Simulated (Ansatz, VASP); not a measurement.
# Cross-check of GaP between VASP and Ansatz, part 2 of 2

One calculation is typed for both programs; each brings its own data sets. How far apart do they land? The cell is taken from a series of runs on this material, whose earlier steps may have relaxed, scaled, displaced or heated it; both programs get it as it stands.

VASP 6.6.1 and Ansatz 0.2.0.

So far, gap on the k-mesh: step 4 (side by side) 1.46.

## Step 6: VASP: single point, LDA, pair 2 (continued)

Level of this step: LDA; plane waves and PAW (Ga_d, P) (VASP).

Numbers of over 12 decimals in the logs are rounded to 6 here.

Parts of OUTCAR (step 6):

```text
  Total        0.3437909      0.3437909      0.3437909      0.0000000      0.0000000      0.0000000
  in kB       14.2740817     14.2740817     14.2740817      0.0000000      0.0000000      0.0000000
  external PRESSURE =      14.2740817 kB  Pullay stress =       0.0000000 kB

 POSITION                                       TOTAL-FORCE (eV/Angst)
 -----------------------------------------------------------------------------------
      0.00000      0.00000      0.00000         0.000000      0.000000      0.000000
      1.34105      1.34105      1.34105        -0.000000     -0.000000     -0.000000
 -----------------------------------------------------------------------------------
    total drift:                                0.000000      0.000000      0.000000

  FREE ENERGIE OF THE ION-ELECTRON SYSTEM (eV)
  ---------------------------------------------------
  free  energy   TOTEN  =       -10.4435098292 eV

  energy  without entropy=      -10.4435098292  energy(sigma->0) =      -10.44350983

[... 1 part as in an earlier step ...]

[... 2 further parts left out ...]
[key lines of the parts left out:]
E-fermi :   5.7154
```

The run ends at a pressure of 1.43 GPa.

## Step 7: Comparison

Both answers:

| quantity | Ansatz | VASP | difference |
| --- | --- | --- | --- |
| pressure (GPa) | 1.40 | 1.43 | -0.02 |
| gap on the k mesh (eV) | 1.399 | 1.400 | -0.001 |

A gap on the mesh is an upper bound, since the band edges may lie between its points.

## Step 8: VASP: single point, LDA, pair 3

With cell and atoms fixed, the geometry can't cause a difference; cores, projectors, grids and the points listed under the comparison can. The cell compared in this pair holds 40.35 Å³, against 38.59 Å³ for the pair before.

The input, INCAR:

```
SYSTEM = GaP
PREC = Accurate
ENCUT = 500
EDIFF = 1E-06
NELM = 120
ISMEAR = 0
SIGMA = 0.01
LREAL = .FALSE.
ALGO = Normal
GGA = PW92
NBANDS = 15
LORBIT = 11
LWAVE = .FALSE.
LCHARG = .FALSE.
ISIF = 2
LASPH = .TRUE.
GGA_COMPAT = .FALSE.
EFERMI = MIDGAP
```

The input, POSCAR:

```
GaP
1.0
    0.0000000000      2.7223414124      2.7223414124
    2.7223414124      0.0000000000      2.7223414124
    2.7223414124      2.7223414124      0.0000000000
Ga P
1 1
Direct
    0.0000000000      0.0000000000      0.0000000000
    0.2500000000      0.2500000000      0.2500000000
```

The input, KPOINTS:

```
Automatic mesh
0
Gamma
8 8 8
0 0 0
```

PAW data sets: Ga_d and P (LDA family, release 64).

Command:

```sh
$ mpirun -np 1 vasp_std
```

Log:

```text
[... set-up lines as in an earlier step ...]
 entering main loop
       N       E                     dE             d eps       ncg     rms          rms(c)
DAV:   1     0.757520276104E+02    0.75752E+02   -0.87873E+03   902   0.164E+03
DAV:   2    -0.489366412584E+01   -0.80646E+02   -0.77199E+02  1010   0.311E+02
DAV:   3    -0.106596763991E+02   -0.57660E+01   -0.57482E+01  1094   0.668E+01
DAV:   4    -0.107568448378E+02   -0.97168E-01   -0.97147E-01  1106   0.939E+00
[...]
DAV:  10    -0.104374680094E+02   -0.56243E-06   -0.49638E-05  1385   0.811E-02    0.260E-02
DAV:  11    -0.104374742669E+02   -0.62575E-05   -0.82644E-06  1094   0.441E-02    0.684E-03
DAV:  12    -0.104374740765E+02    0.19042E-06   -0.43473E-07   715   0.758E-03
   1 F= -.10437474E+02 E0= -.10437474E+02  d E =0.000000E+00
```

Parts of OUTCAR (step 8):

```text
  Total       -0.6251617     -0.6251617     -0.6251617     -0.0000000      0.0000000     -0.0000000
  in kB      -24.8224817    -24.8224817    -24.8224817     -0.0000000      0.0000000     -0.0000000
  external PRESSURE =     -24.8224817 kB  Pullay stress =       0.0000000 kB

 POSITION                                       TOTAL-FORCE (eV/Angst)
 -----------------------------------------------------------------------------------
      0.00000      0.00000      0.00000         0.000000      0.000000      0.000000
      1.36117      1.36117      1.36117        -0.000000     -0.000000     -0.000000
 -----------------------------------------------------------------------------------
    total drift:                                0.000001      0.000001      0.000001

  FREE ENERGIE OF THE ION-ELECTRON SYSTEM (eV)
  ---------------------------------------------------
  free  energy   TOTEN  =       -10.4374740765 eV

  energy  without entropy=      -10.4374740765  energy(sigma->0) =      -10.43747408

[... 1 part as in an earlier step ...]

[... 2 further parts left out ...]
[key lines of the parts left out:]
E-fermi :   5.2875
```

The run ends at a pressure of -2.48 GPa.

## Step 9: Ansatz: single point, LDA, pair 3

The same cell, functional (in two slightly different forms) and mesh now go to Ansatz, which takes its cutoff from its data sets.

The cell is taken from a series of runs on this material, whose earlier steps may have relaxed, scaled, displaced or heated it; both programs get it as it stands.

The input, input.yaml:

```yaml
crystal:
  lattice:
    - [0.0, 2.7223414124, 2.7223414124]
    - [2.7223414124, 0.0, 2.7223414124]
    - [2.7223414124, 2.7223414124, 0.0]
  atoms:
    - { symbol: Ga, position: [0.0, 0.0, 0.0] }
    - { symbol: P, position: [0.25, 0.25, 0.25] }
kpoints:
  mp_grid: { grid: [8, 8, 8] }
hamiltonian:
  xc: lda
scf:
  occupations: { method: fixed }
output:
  forces: true
  stress: true
  eigenvalues: true
```

Command:

```sh
$ ansatz run input.yaml --threads 4 --pin off --max-ram 16384MiB --backend cpu --events-out ev --progress --plain --runs-dir out
```

Log:

```text
[...]
Crystal: 2 atoms, lattice volume = 40.351 Å³
Basis set: ecut = 420 eV, 749 PW (Γ)
Bands: 13, of which v1, the nominal top of the filled ones, is band 9 counted from 1 (8 counted from 0)
Symmetry: 24 space group operations
[...]
k-points: 29 of 512 (time reversal used)
[...]
--- Band table (eV; the first three rows and the last of 29) ---
  k-point 0: bands = [... 5 lower, -5.6620, 6.8816, 6.8816, 6.8816, 8.5167, 10.6671, 10.6671, 10.6671]
  k-point 1: bands = [... 5 lower, -5.4589, 5.2034, 6.6462, 6.6462, 9.1785, 11.0207, 11.0207, 11.2256]
  k-point 2: bands = [... 5 lower, -4.8818, 2.9373, 6.2066, 6.2066, 8.8803, 11.5301, 11.5301, 13.0748]
  k-point 28: bands = [... 5 lower, -2.5512, 0.2229, 3.2453, 3.3922, 11.4712, 11.6572, 12.8494, 12.8816]
[key lines of the parts left out:]
SCF converged after 6 iterations
Free energy (F): -4433.756120 eV
Fermi energy:    6.881551 eV
P = ⅓ Tr σ = -2.4985 GPa (-24.985 kbar)
```

For the gap on the k-mesh, step 4 gave 1.46; this run, with cell volume +1.5 %, gives 1.49.

## Step 10: Comparison

Compared:

| quantity | Ansatz | VASP | difference |
| --- | --- | --- | --- |
| pressure (GPa) | -2.50 | -2.48 | -0.02 |
| gap on the k mesh (eV) | 1.486 | 1.490 | -0.004 |

A gap on the mesh is an upper bound, since the band edges may lie between its points.

## Step 11: Results

```
difference in gap on the k mesh (single point, LDA, pair 1) : -0.0016 eV
difference in gap on the k mesh (single point, LDA, pair 2) : -0.0015 eV
difference in gap on the k mesh (single point, LDA, pair 3) : -0.0043 eV
```

In words: The difference in gap on the k mesh is -0.0043 eV (single point, LDA, pair 3), within the 0.08 eV picked in this series as the mark of a large difference. 2 further pairs of this series are not shown here. Such differences can come from data sets, numerical settings and the points named under the comparisons, not from the functional's error against experiment.

[Lines on the potential files, build, host, timing and source positions are cut from VASP's logs without a mark.]

[Logs are printed without paths, hosts, clocks, repeated set-up lines and the standing remarks that a program may print on its own settings, such as how far it seeks lower states.]

[Hosts, paths, dates, database ids (printed as entryN), source tags and the programs' standing remarks are cut or masked in the printed files.]
